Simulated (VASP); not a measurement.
A convergence study with VASP on GaN (wurtzite): one setting is varied, all else stays as given below, so the limit is that of these other settings.

```
CELL_PARAMETERS angstrom
      1.59500    -2.76262     0.00000
      1.59500     2.76262     0.00000
      0.00000     0.00000     5.19000
ATOMIC_POSITIONS crystal
  Ga 0.66667 0.33333 0.50000
  Ga 0.33333 0.66667 0.00000
  N  0.66667 0.33333 0.87700
  N  0.33333 0.66667 0.37700
```

The numbers are results of LDA (Ceperley-Alder, Perdew-Zunger), VASP's LDA PAW potentials (set 64) (plane waves; VASP 6.6.1), not measurements. The tightest run used: 700 eV cut-off, 17×17×9 Γ-centred mesh, tetrahedra with Blöchl corrections, potentials Ga_d N.

| setting | E (eV/atom) | pressure (GPa) | irreducible k-points |
|---|---|---|---|
| 3×3×2 mesh | -6.8964 | -5.46 | 6 |
| 4×4×2 mesh | -6.9563 | -5.67 | 8 |
| 5×5×3 mesh | -6.9683 | -5.63 | 10 |

Q: These are the cheaper rows. Estimate the results at 17×17×9 mesh, and how far the last row shown lies from them.

A: 
```json
[
 {"quantity": "E (eV/atom)", "tightest run": "-6.9733", "last row shown is off by": "0.0049"},
 {"quantity": "pressure (GPa)", "tightest run": "-5.58", "last row shown is off by": "-0.05"}
]
```

Left out are rungs that failed or repeat a setting and relaxations that didn't move; long series are thinned to 24 rows.

The compound is GaN in the wurtzite structure. The cell was not relaxed at this level.
